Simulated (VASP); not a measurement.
Input of a VASP 6.6.1 run:

The input INCAR:

```
SYSTEM = AlSn
ALGO = Fast
EDIFF = 1E-7
ENCUT = 520
GGA = PE
ISIF = 2
ISMEAR = 0
LASPH = .TRUE.
LCHARG = .TRUE.
LELF = .TRUE.
LREAL = .FALSE.
LVHAR = .TRUE.
LWAVE = .FALSE.
NBANDS = 16
NELM = 100
PREC = Accurate
SIGMA = 0.1
```

File KPOINTS:

```
k-points
0
G
  6 6 6
  0 0 0
```

The input POSCAR:

```
AlSn
1.0
    4.1981056157      0.0000000000      0.0000000000
   -2.0990528078      3.6356661109      0.0000000000
    0.0000000000      0.0000000000      3.3068470000
Al Sn
1 1
Direct
    0.0000000000      0.0000000000      0.0000000000
    0.3333333300      0.6666666700      0.5000000000
```

Potentials or basis: VASP PAW PBE potentials, release 64 (Al, Sn_d).

Command:

```bash
$ cat potpaw_PBE.64/Al/POTCAR potpaw_PBE.64/Sn_d/POTCAR > POTCAR
$ mpirun -np 1 vasp_std > vasp.out
```

**Question.** Predict the band gap on the k mesh.

**Answer.** None (metal or under the smearing width).

**Question.** Estimate the pressure.

**Answer.** -0.5 GPa.

Stress tensor (GPa, compression positive):
```
 1.26  0.00  0.00
 0.00  1.26  0.00
 0.00  0.00 -3.94
```
